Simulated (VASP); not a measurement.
Shape and ions are relaxed at each volume.

Data:

```xyz
3
Lattice="1.5780 -2.7331 0.0000 1.5780 2.7331 0.0000 0.0000 0.0000 3.5017" Properties=species:S:1:pos:R:3 pbc="T T T"
Hf     0.0000     0.0000     0.0000
B      1.5780     0.9110     1.7508
B      1.5780    -0.9110     1.7508
```

Level of theory: revPBE GGA, VASP's PBE PAW potentials (set 64) (plane waves; VASP). Run with 520 eV cut-off, 11×11×9 Γ-centred mesh, first-order Methfessel-Paxton smearing of 0.10 eV, potentials Hf_pv B.

Question: Give the energy at these volumes per atom, relative to the lowest: 9.46, 9.76, 10.06, 10.36, 10.67 Å³.

Answer: 31.3, 7.6, 0.0, 6.3, 24.6 meV/atom. A third-order Birch-Murnaghan fit gives B0 = 244 GPa and B0′ = 4.0.

The compound is HfB2 in the AlB2 type structure. It was relaxed first.
